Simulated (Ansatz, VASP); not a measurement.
# H11C6N2Cl (ionic liquid EMIM+ Cl- at 300 K) in two plane-wave programs, part 2 of 2

One calculation is typed for both programs; each brings its own data sets. How far apart do they land? The cell is taken from a series of runs on this material, whose earlier steps may have relaxed, scaled, displaced or heated it; both programs get it as it stands.

VASP 6.6.1 and Ansatz 0.2.0.

So far. Step 2 (VASP: single point, RPBE with D4): The run ends at a pressure of -0.85 GPa, with forces up to 4.4 eV/Å.

**4. Side by side**

Known differences besides the potentials themselves: fixed occupations in Ansatz, narrow Gaussian smearing in VASP; the cutoff is 420 eV in Ansatz and 600 eV in VASP (PREC = Accurate, projectors in real space); Ansatz makes its cores anew for this functional, VASP keeps those of its PBE data sets. Total energies have different zeros and are not compared.

Compared:

```
              quantity  Ansatz   VASP  difference
        pressure (GPa)   -0.81  -0.85       +0.04
gap on the k mesh (eV)   2.696  2.695      +0.001
```

Forces on 10 of the 100 atoms, those with the largest forces and the largest differences (eV/Å; atoms numbered as in POSCAR):

| atom | Ansatz x, y, z | VASP x, y, z |
| --- | --- | --- |
| C3 | -1.597, -2.033, 0.048 | -1.520, -2.019, 0.016 |
| C5 | 0.665, -0.889, 2.316 | 0.662, -0.880, 2.313 |
| C12 | 0.382, 0.105, 1.979 | 0.455, 0.108, 1.900 |
| C18 | -1.235, 0.449, -0.277 | -1.299, 0.471, -0.352 |
| C21 | -1.178, 1.035, -2.366 | -1.249, 1.076, -2.386 |
| C22 | 0.444, -1.300, 3.155 | 0.403, -1.289, 3.225 |
| C25 | 3.693, 1.433, -1.964 | 3.687, 1.422, -1.953 |
| C30 | 0.190, 0.066, -0.351 | 0.173, 0.116, -0.257 |
| N33 | -1.488, 0.436, -1.989 | -1.435, 0.414, -1.982 |
| N38 | 0.938, 0.894, -3.274 | 0.959, 0.866, -3.231 |

The forces differ by 25 meV/Å r.m.s., which is 3.0 % of the r.m.s. force of 0.835 eV/Å (both taken over all components). A gap on the mesh is an upper bound, since the band edges may lie between its points.

**5. What came out**

```json
{"r.m.s. force difference (single point, RPBE with D4)": "3.0 % of the r.m.s. force"}
```

The r.m.s. force difference is 3.0 % of the r.m.s. force (single point, RPBE with D4), at about the 3 % picked in this series as the mark of a large difference. What causes the difference of the single point, RPBE with D4 pair stays open here. How closely two codes agree says nothing of how well the functional describes the real material.

[Lines on the potential files, build, host, timing and source positions are cut from VASP's logs without a mark.]

[Logs are printed without paths, hosts, clocks, repeated set-up lines and the standing remarks that a program may print on its own settings, such as how far it seeks lower states.]

[Hosts, paths, dates, database ids (printed as entryN), source tags and the programs' standing remarks are cut or masked in the printed files.]
